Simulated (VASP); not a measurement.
Wanted: the native input for a VASP 6.6.1 run.

```yaml
Task: density of states
Functional: PBE
Potentials_or_basis: VASP PAW PBE potentials, release 64 (Mn_pv, As, Zn)
Cutoff: 520 eV
k_mesh: 7 × 7 × 4
Occupations: methfessel-paxton, width 0.0225 eV
Spin: no spin polarisation
Dipole_correction: no
k_mesh_for_the_DOS: 11 × 11 × 6
Occupations_for_the_DOS: tetrahedron
Further_INCAR_settings: ALGO = Fast; EDIFF = 1e-06; NBANDS = 32
```

Crystal: Mn2ZnAs2.

```xyz
5
Lattice="4.1246 0.0000 0.0000 -2.0623 3.5720 0.0000 0.0000 0.0000 6.6131" Properties=species:S:1:pos:R:3 pbc="T T T"
Mn   -0.0002    2.3815    2.4431
Mn    2.0625    1.1906    4.1700
As   -0.0002    2.3815    5.0784
As    2.0625    1.1906    1.5347
Zn    0.0000    0.0000    0.0000
```

These files were run (other wordings do the same):

POSCAR

```
Mn2ZnAs2
1.0
    4.1246290000      0.0000000000      0.0000000000
   -2.0623140000      3.5720350000      0.0000000000
    0.0000000000      0.0000000000      6.6130910000
Mn As Zn
2 2 1
Direct
    0.3333000000      0.6667000000      0.3694400000
    0.6667000000      0.3333000000      0.6305600000
    0.3333000000      0.6667000000      0.7679300000
    0.6667000000      0.3333000000      0.2320700000
    0.0000000000      0.0000000000      0.0000000000
```

INCAR.step1

```
SYSTEM = Mn2ZnAs2
  PREC = Accurate
  ENCUT = 520
  EDIFF = 1E-6
  ISMEAR = 1
  SIGMA = 0.0225
  LREAL = .FALSE.
  LASPH = .TRUE.
  NELM = 80
  ALGO = Fast
  ISIF = 2
  LWAVE = .FALSE.
  LCHARG = .TRUE.
  LMAXMIX = 4
  GGA = PE
  NBANDS = 32
```

KPOINTS.step1

```
Automatic mesh
0
G
  7 7 4
  0 0 0
```

INCAR.step2

```
SYSTEM = Mn2ZnAs2
  PREC = Accurate
  ENCUT = 520
  EDIFF = 1E-6
  ISMEAR = -5
  SIGMA = 0.0225
  LREAL = .FALSE.
  LASPH = .TRUE.
  NELM = 80
  ALGO = Fast
  ISIF = 2
  LWAVE = .FALSE.
  LCHARG = .FALSE.
  LMAXMIX = 4
  GGA = PE
  LORBIT = 10
  NBANDS = 32
  NEDOS = 1001
  ICHARG = 11
```

KPOINTS.step2

```
Automatic mesh
0
G
  11 11 6
  0 0 0
```

Potentials or basis: VASP PAW PBE potentials, release 64 (Mn_pv, As, Zn).

Launch:

```bash
$ cat potpaw_PBE.64/Mn_pv/POTCAR potpaw_PBE.64/As/POTCAR potpaw_PBE.64/Zn/POTCAR > POTCAR
$ cp INCAR.step1 INCAR
$ cp KPOINTS.step1 KPOINTS
$ mpirun -np 1 vasp_std > vasp.out
$ cp INCAR.step2 INCAR
$ cp KPOINTS.step2 KPOINTS
$ mpirun -np 1 vasp_std > vasp.out
```

Results of the run:

| Item | Value |
| --- | --- |
| Valence electrons inside the program's atomic spheres | Mn 11.53; As 2.72; Zn 10.56 |

It took 3.7 min on 1 thread of Intel(R) Xeon(R) 6975P-C (Granite Rapids), with other jobs on the host, peak memory 0.68 GiB.
